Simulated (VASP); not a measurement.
The input files of a VASP run:

INCAR:
```
AGGAC=0.0
ALGO=Normal
EDIFF=1E-7
ENCUT=520
GGA=MK
ISIF=2
ISMEAR=0
LASPH=T
LCHARG=F
LMAXMIX=4
LREAL=F
LUSE_VDW=T
LWAVE=F
NELM=100
PARAM1=0.1234568
PARAM2=0.7114
PREC=Accurate
SIGMA=0.05
SYSTEM=RbBr
ZAB_VDW=-1.8867
```

**KPOINTS**
```
Automatic mesh
0
Gamma
7 7 7
0 0 0
```

### POSCAR
```
RbBr
3.40260
  0.0000000000   0.9999999908   0.9999999908
  0.9999999908   0.0000000000   0.9999999908
  0.9999999908   0.9999999908   0.0000000000
Rb Br
1 1
Cartesian
  0.0000000000   0.0000000000   0.0000000000
  0.9999999908   0.9999999908   0.9999999908
```

POTCAR, in this order: Rb_sv Br (PBE.64 set). Program: vasp_std.

Task: Translate this rev-vdW-DF2 calculation to Quantum ESPRESSO's pw.x.

Result: One equivalent input (not run):
```
&CONTROL
  calculation = 'scf'
  pseudo_dir = './pseudo'
  outdir = './out'
  tprnfor = .true.
  tstress = .true.
/
&SYSTEM
  ibrav = 0
  nat = 2
  ntyp = 2
  ecutwfc = 46.3
  occupations = 'smearing'
  smearing = 'gaussian'
  degauss = 0.003675
  input_dft = 'vdw-df2-b86r'
/
&ELECTRONS
  conv_thr = 7.3e-09
  electron_maxstep = 100
/
ATOMIC_SPECIES
  Rb 85.468 Rb.upf
  Br 79.904 Br.upf
CELL_PARAMETERS angstrom
     0.0000000    3.4026000    3.4026000
     3.4026000    0.0000000    3.4026000
     3.4026000    3.4026000    0.0000000
ATOMIC_POSITIONS crystal
  Rb   0.0000000  0.0000000  0.0000000
  Br   0.5000000  0.5000000  0.5000000
K_POINTS automatic
  7 7 7 0 0 0
```
Limits of the translation: the potentials are each code's own (VASP's PAW set, PseudoDojo norm-conserving files in pw.x), so ENCUT and ecutwfc are chosen apart and not converted; conv_thr bounds pw.x's estimated SCF error, while EDIFF bounds the energy change between steps.

The compound is RbBr in the rock salt structure. This cell is one point of a volume scan, at 0.97 of the reference volume.
